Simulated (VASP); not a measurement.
```
CELL_PARAMETERS angstrom
      0.00000     4.12968     4.12968
      4.12968     0.00000     4.12968
      4.12968     4.12968     0.00000
ATOMIC_POSITIONS crystal
  As 0.00000 0.00000 0.00000
  Y  0.50000 0.50000 0.50000
  Y  0.25000 0.25000 0.25000
  Y  0.75000 0.75000 0.75000
```

The base run (VASP): PBE GGA, plane waves, VASP's PBE PAW potentials (set 64). Run with 400 eV cut-off, 4×4×4 Γ-centred mesh, Gaussian smearing of 0.050 eV, potentials As Y_sv.

One setting is varied; ΔE counts from the base run. The base run took about 30 core-seconds. Times come from single runs on busy shared machines, so they are rough: good to a factor of about 2.

```
setting                              cost over the base run  electronic steps  ΔE (meV/atom)
-----------------------------------  ----------------------  ----------------  -------------
AMIX = 1.0, BMIX = 3.0, IMIX = 4       within a factor of 2                15            0.0
base run                                          reference                14            0.0
AMIX = 0.2, BMIX = 0.0001, IMIX = 4    within a factor of 2                18            0.0
AMIX = 0.1, BMIX = 0.0001, IMIX = 4    within a factor of 2                18            0.0
AMIX = 0.2, BMIX = 3.0, IMIX = 1              about 4 times                63            0.0
```

Left out are runs that failed, have no time on record or changed the cell.

The structure was generated: Y3As was put into the D03 type (Fm-3m), which need not be its known phase. The cell was not relaxed at this level.
